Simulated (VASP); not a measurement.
Consider the following.

```
CrO2
1.0
    4.40383     0.00000     0.00000
    0.00000     4.40383     0.00000
    0.00000     0.00000     2.92753
Cr O
2 4
Direct
  0.00000   0.00000   0.00000
  0.50000   0.50000   0.50000
  0.30221   0.30221   0.00000
  0.80221   0.19779   0.50000
  0.19779   0.80221   0.50000
  0.69779   0.69779   0.00000
```
Starting moments (μB, in the order of the record's atoms Cr Cr O O O O): 2.3 2.3 -0.1 -0.1 -0.1 -0.1.

Method: MS2 meta-GGA, VASP's PBE PAW potentials (set 64) (plane waves; VASP). Numerical set-up: 520 eV cut-off, 8×8×12 Γ-centred mesh, tetrahedra with Blöchl corrections, potentials Cr_pv O.

The cores are frozen, which limits the accuracy of field gradients.

Q: Give the principal components of the electric field gradient (V/Å²) and the asymmetry η at each nucleus.

A: 
```json
[
 {"atom": "Cr1", "Vxx": "30.6", "Vyy": "20.7", "Vzz": "-51.3", "η": "0.19"},
 {"atom": "Cr2", "Vxx": "30.6", "Vyy": "20.7", "Vzz": "-51.3", "η": "0.19"},
 {"atom": "O3", "Vxx": "-13.6", "Vyy": "-7.9", "Vzz": "21.6", "η": "0.26"},
 {"atom": "O4", "Vxx": "-13.6", "Vyy": "-7.9", "Vzz": "21.6", "η": "0.26"},
 {"atom": "O5", "Vxx": "-13.6", "Vyy": "-7.9", "Vzz": "21.6", "η": "0.26"},
 {"atom": "O6", "Vxx": "-13.6", "Vyy": "-7.9", "Vzz": "21.6", "η": "0.26"}
]
```

The compound is CrO2 in the rutile structure. It was relaxed first.
